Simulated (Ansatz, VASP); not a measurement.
# Mo (Mo(110), 5 layers) in two plane-wave programs

Aim: how closely do two programs agree when they are given the same cell, functional and k mesh? The cell is taken from a series of runs on this material, whose earlier steps may have relaxed, scaled, displaced or heated it; both programs get it as it stands.

Method: plane waves, with VASP 6.6.1 beside it; single point at PBE, in Ansatz 0.2.0.

### Step 1. Set-up

The cell holds 5 atoms: 5 Mo. Cell: a = 2.728 Å, b = 2.728 Å, c = 24.910 Å, α = 90.0°, β = 90.0°, γ = 70.5°. Vacuum lies along c.

### Step 2. Ansatz: single point, PBE

Ansatz runs on its default PAW (the set named soft_2) files.

With cell and atoms fixed, the geometry can't cause a difference; cores, projectors, grids and the points listed under the comparison can.

Contents of input.yaml:

```yaml
crystal:
  lattice:
    - [2.2273863607, -1.575, 0.0]
    - [2.2273863607, 1.575, 0.0]
    - [0.0, 0.0, 24.909545443]
  atoms:
    - { symbol: Mo, position: [0.0, 0.0, 0.3234009081] }
    - { symbol: Mo, position: [0.5, 0.5, 0.4093218881] }
    - { symbol: Mo, position: [0.0, 0.0, 0.5] }
    - { symbol: Mo, position: [0.5, 0.5, 0.5906781119] }
    - { symbol: Mo, position: [0.0, 0.0, 0.6765990919] }
kpoints:
  mp_grid: { grid: [10, 10, 1] }
hamiltonian:
  xc: pbe
scf:
  occupations: { method: fermi_dirac, width: 0.1 }
  convergence: { dr2_threshold: 1.0e-08 }
efield:
  axis: 3
  dipole_correction: true
  ramp_position: 0.97
  ramp_width: 0.04
output:
  write_potential: true
  write_density: true
  volumetric_format: npy
```

Command:

```
ansatz run input.yaml --threads 4 --pin off --max-ram 8192MiB --backend cpu --events-out ev --progress --plain --runs-dir out
```

Numbers of over 12 decimals in the logs are rounded to 6 here.

What it wrote:

```text
Engine: ansatz 0.2.0, aarch64-unknown-linux-gnu
Pseudopotentials: kind: paw
Pseudopotential: Mo, paw, valence charge 14, recommended cutoff 420 eV (normal), Mo.paw.azcp
Functional definition: PBE
  parameter kappa = 0.804
  parameter beta = 0.066725
  exchange = pbe_x(kappa = kappa, mu = beta*pi^2/3)
  correlation = pbe_c(beta = beta)
Crystal: 5 atoms, lattice volume = 174.772 Å³
Basis set: ecut = 420 eV, 3465 PW (Γ)
Bands: 42, of which v1, the nominal top of the filled ones, is band 35 counted from 1 (34 counted from 0)
Symmetry: 4 space group operations
k-points: 31 of 100
Non-local potential: Mo, projectors of the file, l = 0: 3, l = 1: 2, l = 2: 2, l = 3: 1
PAW form: soft (Blöchl's): semilocal exchange-correlation on the pseudo side does not see the compensation charge
PAW one-centre angular grid: Mo, 590 points (default); XC on 64 Gauss nodes
Initial density: superposition of atomic densities (neutral atoms: chi_scale 0, normalization atom), corrected by the library's trained network
Initial wavefunctions: pseudopotential atomic-orbital guess
Functional: x = pbe(κ = 0.804, μ = 0.219515), c = pbe(β = 0.066725)
SCF iter   1: F=—  HF=-24777.696701 eV  |F-HF|=—  |Δ(HF+E_count)|=         —  Δρ=3.99e-3  dr2=2.23e-1  ethr=1.77e-3  p=0.001 e·Å  D=6.31e-4 V/Å  ΔV_dip=-0.02 eV  dr2_dipole=9.29e-4  V_vac-E_F(+/−)=4.74/4.75 eV  ⟨swp⟩=8.9  Hψ=13715  notcnv=0  defer=2
efield: sawtooth ramp at fractional position 0.9700 (set: `efield.ramp_position`, or a place that a band, a saddle search or an elastic batch's reference lends), width 0.0400; the density the first Hamiltonian is built on has a dipole p = 0.001 e·Å; the dipole correction subtracts the counter field D = 6.31e-4 V/Å, which shifts the + side's vacuum level by -0.02 eV against the − side's; the planar-averaged density in the ramp window peaks in size at 5.1e-5 e/Å³
automatic band count: the SCF goes on with 49 bands, as 42 were too few: the levels above may hold too much charge
preconditioner: auto → LDOS  [metal: Δε(μ)=0.057 eV  Ē_g=5.113 eV  σ=0.100 eV  W_gap=0.14  n_scr=18 (ndim 8)  ℏωp=15.4 eV  f_vac=0.492  D(μ)=4.56/eV (n_scr^D=16)  β→1.0]
SCF iter   2: F=—  HF=-24777.693889 eV  |F-HF|=—  |Δ(HF+E_count)|=   2.81e-3  Δρ=1.72e-3  dr2=2.45e-2  ethr=3.19e-4  p=0.000 e·Å  D=2.81e-6 V/Å  ΔV_dip=-0.00 eV  dr2_dipole=1.45e-6  V_vac-E_F(+/−)=4.55/4.55 eV  ⟨swp⟩=1.7  Hψ=1873  notcnv=0  defer=12
SCF iter   3: F=—  HF=-24777.691452 eV  |F-HF|=—  |Δ(HF+E_count)|=   2.44e-3  Δρ=4.28e-4  dr2=1.24e-3  ethr=3.49e-5  p=0.000 e·Å  D=5.23e-5 V/Å  ΔV_dip=-0.00 eV  dr2_dipole=1.98e-6  V_vac-E_F(+/−)=4.57/4.57 eV  ⟨swp⟩=2.0  Hψ=1962  notcnv=0  defer=12
SCF iter   4: F=—  HF=-24777.691339 eV  |F-HF|=—  |Δ(HF+E_count)|=   1.13e-4  Δρ=1.31e-4  dr2=5.20e-5  ethr=1.77e-6  p=0.000 e·Å  D=2.32e-5 V/Å  ΔV_dip=-0.00 eV  dr2_dipole=2.83e-7  V_vac-E_F(+/−)=4.55/4.55 eV  ⟨swp⟩=2.5  Hψ=2204  notcnv=0  defer=12
SCF iter   5: F=—  HF=-24777.691342 eV  |F-HF|=—  |Δ(HF+E_count)|=   3.45e-6  Δρ=5.01e-5  dr2=1.54e-5  ethr=7.43e-8  p=0.000 e·Å  D=8.07e-6 V/Å  ΔV_dip=-0.00 eV  dr2_dipole=4.01e-9  V_vac-E_F(+/−)=4.55/4.55 eV  ⟨swp⟩=3.0  Hψ=2584  notcnv=0  defer=12
SCF iter   6: F=—  HF=-24777.691350 eV  |F-HF|=—  |Δ(HF+E_count)|=   7.10e-6  Δρ=1.79e-5  dr2=2.36e-6  ethr=2.20e-8  p=0.000 e·Å  D=2.75e-6 V/Å  ΔV_dip=-0.00 eV  dr2_dipole=5.36e-11  V_vac-E_F(+/−)=4.54/4.54 eV  ⟨swp⟩=2.1  Hψ=1903  notcnv=0  defer=12
SCF iter   7: F=—  HF=-24777.691431 eV  |F-HF|=—  |Δ(HF+E_count)|=   8.18e-5  Δρ=3.98e-6  dr2=1.08e-7  ethr=3.38e-9  p=0.000 e·Å  D=1.62e-7 V/Å  ΔV_dip=-0.00 eV  dr2_dipole=2.39e-10  V_vac-E_F(+/−)=4.54/4.54 eV  ⟨swp⟩=2.0  Hψ=1921  notcnv=0  defer=12
SCF iter   8: F=-24777.691431 eV  HF=-24777.691431 eV  |F-HF|=2.07e-9  |Δ(HF+E_count)|=   2.49e-8  Δρ=1.37e-6  dr2=5.63e-9  ethr=1.43e-11  p=-0.000 e·Å  D=-1.40e-7 V/Å  ΔV_dip=0.00 eV  dr2_dipole=9.63e-12  V_vac-E_F(+/−)=4.54/4.54 eV  ⟨swp⟩=8.8  Hψ=5114  notcnv=0
SCF 1 converged in 8 iterations: F = -24777.691431 eV  dr2 = 5.63e-9
  greatest PAW one-centre occupation: 0.998 electrons in one spin orbital (limit 2), on the Mo atom at site 0 (counted from 0), in its partial waves of l = 0
WARN: The output density's exchange-correlation potential varies sharply where the density is thin. Do not read a vacuum level from v_tot or v_xc, or from such a field of the output density. On a cell that repeats whose density bears no net charge and no dipole along the vacuum's axis use v_es (v_loc + v_h of the components); under efield.dipole_correction with no amplitude use v_es + v_field, which holds any externa [...]
SCF converged after 8 iterations
Free energy (F): -24777.691431 eV
Harris-Foulkes:  -24777.691431 eV  (|F-HF|=2.07e-9)
Internal energy: -24777.541823 eV  (E = F + TS)
E sigma→0 (E₀):  -24777.616627 eV
Entropy (-TS):   -0.149608 eV (-29.922 meV/atom)
Fermi energy:    7.022995 eV
Dipole field:    D = 0.000004 V/Å  (p = 0.000004 e·Å, saw-weighted, corrected)
Work function:   Φ+ = 4.5388 eV   Φ− = 4.5389 eV
Levels:          The Fermi level and band energies are counted from a zero that moves with the ramp; work functions are not
--- Per-component energies (eV) ---
  E_band       = -1253.602379
  E_kinetic    = 2201.367290
  E_local      = -86645.552492  (includes V_loc(G=0)·N_el)
  E_nonlocal   = 716.014466
  E_hartree    = 42168.095060
  E_xc         = -914.632130
  E_vxc        = -1141.189067  (∫ρ·V_xc dr)
  E_paw        = -16006.778464  (= ΣΔE_a)
  E_vpaw       = -720.429743  (= ΣTr[D̂ρ^β])
  E_aug_tail   = 0.000213  (compensation charges beyond the density's cutoff)
  E_efield     = 0.000000  (sawtooth field / dipole correction)
  E_vefield    = -0.000075  (∫n·V_field dr)
  E_ewald      = 33703.944234
  E_smearing   = -0.149608  (= −TS)
  E_closure    = 0.000000  (closes the sum)
  Σ components = -24777.691431   (vs F -24777.691431, Δ=0.00e0)
--- Band table (eV; the first three rows and the last of 31) ---
  k-point 0: bands = [... 31 lower, 5.6878, 5.7401, 5.9149, 6.0953, 6.6822, 7.4866, 8.1075, 8.2713, ... 10 higher]
  k-point 1: bands = [... 31 lower, 5.4943, 5.6064, 5.9296, 6.2988, 6.7963, 7.1919, 7.4251, 7.9823, ... 10 higher]
  k-point 2: bands = [... 31 lower, 5.2473, 5.4478, 5.9240, 6.1255, 6.8762, 7.0974, 7.8267, 7.9779, ... 10 higher]
  k-point 30: bands = [... 31 lower, 6.5218, 7.5126, 7.7559, 7.8243, 8.4537, 8.6496, 8.8092, 9.5194, ... 10 higher]
```

### Step 3. VASP: single point, PBE

The same cell, functional, mesh and smearing now go to VASP, with its own data sets.

Lines of VASP's logs that name or quote its potential files are left out, and so is its time.

Contents of INCAR:

```
SYSTEM = Mo
PREC = Accurate
ENCUT = 400
EDIFF = 1E-06
NELM = 120
ISMEAR = -1
SIGMA = 0.1
LREAL = .FALSE.
ALGO = Normal
GGA = PE
NBANDS = 43
LASPH = .TRUE.
LORBIT = 11
LWAVE = .FALSE.
LCHARG = .FALSE.
ISIF = 2
LDIPOL = .TRUE.
IDIPOL = 3
DIPOL = 0.5 0.5 0.5
LVHAR = .TRUE.
GGA_COMPAT = .FALSE.
NELMDL = -8
KPAR = 2
```

Contents of POSCAR:

```
Mo
1.0
    2.2273863607     -1.5750000000      0.0000000000
    2.2273863607      1.5750000000      0.0000000000
    0.0000000000      0.0000000000     24.9095454430
Mo
5
Direct
    0.0000000000      0.0000000000      0.3234009081
    0.5000000000      0.5000000000      0.4093218881
    0.0000000000      0.0000000000      0.5000000000
    0.5000000000      0.5000000000      0.5906781119
    0.0000000000      0.0000000000      0.6765990919
```

Contents of KPOINTS:

```
Automatic mesh
0
Gamma
10 10 1
0 0 0
```

PAW data sets: Mo_sv (PBE family, release 64).

Command:

```
mpirun -np 2 vasp_std
```

What it wrote:

```text
[banner, memory and clock lines left out]
running    2 mpi-ranks, on    1 nodes
 distrk:  each k-point on    1 cores,    2 groups
 distr:  one band on    1 cores,    1 groups

 POSCAR found type information on POSCAR Mo
 POSCAR found :  1 types and       5 ions
 LDA part: xc-table for (Slater+PW92), standard interpolation
 POSCAR, INCAR and KPOINTS ok, starting setup
 FFT: planning ... GRIDC
 FFT: planning ... GRID_SOFT
 FFT: planning ... GRID
 WAVECAR not read
 entering main loop
       N       E                     dE             d eps       ncg     rms          rms(c)
DAV:   1     0.667902119784E+03    0.66790E+03   -0.41825E+04  3530   0.126E+03
DAV:   2    -0.321742841446E+02   -0.70008E+03   -0.68538E+03  3027   0.431E+02
DAV:   3    -0.554836968622E+02   -0.23309E+02   -0.22671E+02  3661   0.675E+01
DAV:   4    -0.561396153462E+02   -0.65592E+00   -0.64090E+00  3476   0.905E+00
DAV:   5    -0.561651701380E+02   -0.25555E-01   -0.24918E-01  3729   0.142E+00
DAV:   6    -0.561665668641E+02   -0.13967E-02   -0.13088E-02  3540   0.232E-01
DAV:   7    -0.561668270185E+02   -0.26015E-03   -0.24733E-03  3476   0.428E-02
DAV:   8    -0.561669037069E+02   -0.76688E-04   -0.74900E-04  2748   0.929E-03    0.303E+01
DAV:   9    -0.556890736345E+02    0.47783E+00   -0.32307E+01  3535   0.270E+01    0.133E+01
DAV:  10    -0.780704195969E+02   -0.22381E+02   -0.18996E+02  4005   0.481E+01    0.322E+01
DAV:  11    -0.522697892956E+02    0.25801E+02   -0.15597E+02  3682   0.281E+01    0.541E+00
DAV:  12    -0.523361232376E+02   -0.66334E-01   -0.79445E+00  3597   0.102E+01    0.339E+00
DAV:  13    -0.523603200024E+02   -0.24197E-01   -0.35295E-01  3442   0.271E+00    0.317E+00
DAV:  14    -0.522910256634E+02    0.69294E-01   -0.18616E-01  3376   0.250E+00    0.161E+00
[...]
DAV:  23    -0.522747138682E+02   -0.21757E-04   -0.11822E-05  2538   0.169E-02    0.120E-02
DAV:  24    -0.522747263262E+02   -0.12458E-04   -0.46686E-06  2516   0.140E-02    0.286E-03
DAV:  25    -0.522747444695E+02   -0.18143E-04   -0.22683E-06  2206   0.662E-03    0.273E-03
DAV:  26    -0.522747636800E+02   -0.19211E-04   -0.13384E-06  1931   0.709E-03    0.117E-03
DAV:  27    -0.522747737842E+02   -0.10104E-04   -0.44958E-07  1691   0.156E-03    0.109E-03
DAV:  28    -0.522747770402E+02   -0.32560E-05   -0.20057E-07  1629   0.132E-03    0.504E-04
DAV:  29    -0.522747781028E+02   -0.10627E-05   -0.10405E-07  1554   0.747E-04    0.311E-04
DAV:  30    -0.522747783885E+02   -0.28562E-06   -0.61467E-08  1524   0.496E-04
   1 F= -.52274778E+02 E0= -.52199910E+02  d E =-.149737E+00
```

From OUTCAR (step 3):

```text
ion  position               nearest neighbor table
   1  0.000  0.000  0.323-   2 2.66   2 2.66   2 3.09   2 3.09
   2  0.500  0.500  0.409-   1 2.66   1 2.66   3 2.75   3 2.75   1 3.09   1 3.09   3 3.17   3 3.17

  LATTYP: Found a base centered orthorhombic cell.
 ALAT       =     3.1500000000
 B/A-ratio  =     1.4142135623
 C/A-ratio  =     7.9077922041

 Subroutine GETGRP returns: Found  8 space group operations
 (whereof  8 operations were pure point group operations)

The static configuration has the point symmetry D_2h.

 Found     31 irreducible k-points:

   k-points           NKPTS =     31   k-points in BZ     NKDIM =     31   number of bands    NBANDS=     43

   dimension x,y,z NGX =    18 NGY =   18 NGZ =  162
   dimension x,y,z NGXF=    36 NGYF=   36 NGZF=  324

   ENCUT  =  400.0 eV  29.40 Ry    5.42 a.u.   4.45  4.45 40.62*2*pi/ulx,y,z

   NELECT =      70.0000    total number of electrons

 k-points in reciprocal lattice and weights: Automatic mesh
   0.00000000  0.00000000  0.00000000       0.010
   0.10000000  0.00000000  0.00000000       0.040
   0.20000000  0.00000000  0.00000000       0.040
   0.30000000  0.00000000  0.00000000       0.040
   0.40000000  0.00000000  0.00000000       0.040
   0.50000000  0.00000000  0.00000000       0.020
   0.10000000  0.10000000  0.00000000       0.020
   0.20000000  0.10000000  0.00000000       0.040
   0.30000000  0.10000000  0.00000000       0.040
[...]
-0.40000000  0.40000000  0.00000000       0.020
   0.50000000  0.50000000  0.00000000       0.010

 dipolmoment           0.000000      0.000000      0.000000 electrons x Angstroem

 average (electrostatic) potential at core
       1 -78.4063       2 -78.6428       3 -78.6140       4 -78.6428       5 -78.4063

 E-fermi :   3.2170

 k-point     1 :       0.0000    0.0000    0.0000
  band No.  band energies     occupation
    ...
     32       1.8811      2.00000
     33       1.9326      1.99999
     34       2.1089      1.99997
     35       2.2896      1.99981
     36       2.8756      1.93629
     37       3.6829      0.01878
     38       4.3028      0.00004
     39       4.4687      0.00001
     40       4.4917      0.00001
     41       4.5977      0.00000
    ...

 k-point     2 :       0.1000    0.0000    0.0000
  band No.  band energies     occupation
    ...
     32       1.6883      2.00000
     33       1.8003      2.00000
     34       2.1235      1.99996
     35       2.4921      1.99858
     36       2.9912      1.81073
     37       3.3863      0.31089
     38       3.6227      0.03404
     39       4.1770      0.00014
     40       4.2377      0.00007
     41       4.5127      0.00000
    ...

 k-point     3 :       0.2000    0.0000    0.0000
  band No.  band energies     occupation
    ...
     33       1.6422      2.00000
     34       2.1188      1.99997
     35       2.3222      1.99974
     36       3.0698      1.62696
     37       3.2906      0.64802
     38       4.0216      0.00064
     39       4.1731      0.00014
     40       4.2429      0.00007
     41       4.2808      0.00005
     42       4.5574      0.00000
    ...

  Total       -1.9063344     -2.1968738     -0.3825340      0.0000000      0.0000000      0.0000000
  in kB      -17.4758278    -20.1392725     -3.5067814      0.0000000      0.0000000      0.0000000
  external PRESSURE =     -13.7072939 kB  Pullay stress =       0.0000000 kB

  energy-cutoff  :      400.00
  volume of cell :      174.77
      direct lattice vectors                 reciprocal lattice vectors
     2.227386361 -1.575000000  0.000000000     0.224478343 -0.317460317  0.000000000
     2.227386361  1.575000000  0.000000000     0.224478343  0.317460317  0.000000000
     0.000000000  0.000000000 24.909545443     0.000000000  0.000000000  0.040145253

 POSITION                                       TOTAL-FORCE (eV/Angst)
 -----------------------------------------------------------------------------------
      0.00000      0.00000      8.05577         0.000000      0.000000     -0.034966
      2.22739      0.00000     10.19602        -0.000000      0.000000      0.038352
      0.00000      0.00000     12.45477        -0.000000     -0.000000      0.000000
      2.22739      0.00000     14.71352        -0.000000      0.000000     -0.038352
      0.00000      0.00000     16.85378         0.000000      0.000000      0.034966
 -----------------------------------------------------------------------------------
    total drift:                                0.000000      0.000000      0.000000

  FREE ENERGIE OF THE ION-ELECTRON SYSTEM (eV)
  ---------------------------------------------------
  free  energy   TOTEN  =       -52.2747783885 eV

  energy  without entropy=      -52.1250413967  energy(sigma->0) =      -52.19990989

 vacuum level on the upper side and lower side of the slab         7.753         7.753

 total charge
# of ion       s       p       d       tot
------------------------------------------
    1        2.380   6.133   3.931  12.444
    2        2.384   6.211   3.927  12.522
    3        2.375   6.198   3.903  12.477
    4        2.384   6.211   3.927  12.522
    5        2.380   6.133   3.931  12.444
--------------------------------------------------
tot         11.904  30.885  19.619  62.409

[... 3 further parts left out ...]
```

### Step 4. Differences

Known differences besides the potentials themselves: the cutoff is 420 eV in Ansatz and 400 eV in VASP. Total energies have different zeros and are not compared.

Compared:

| quantity | Ansatz | VASP | difference |
| --- | --- | --- | --- |
| work function, lower of the two faces (eV) | 4.54 | 4.54 | 0.00 |
| work function, higher of the two faces (eV) | 4.54 | 4.54 | 0.00 |

With vacuum in the cell, a pressure given here is an average over mostly empty space and none of the material.

### Step 5. What came out

```yaml
difference_in_work_function_higher_of_the_two_faces_single_point_pbe: 0.0029 eV
```

In words: The difference in work function, higher of the two faces is 0.0029 eV (single point, PBE). Such differences can come from data sets, numerical settings and the points named under the comparisons, not from the functional's error against experiment.

[Lines on the potential files, build, host, timing and source positions are cut from VASP's logs without a mark.]

[Logs are printed without paths, hosts, clocks, repeated set-up lines and the standing remarks that a program may print on its own settings, such as how far it seeks lower states.]

[Hosts, paths, dates, database ids (printed as entryN), source tags and the programs' standing remarks are cut or masked in the printed files.]
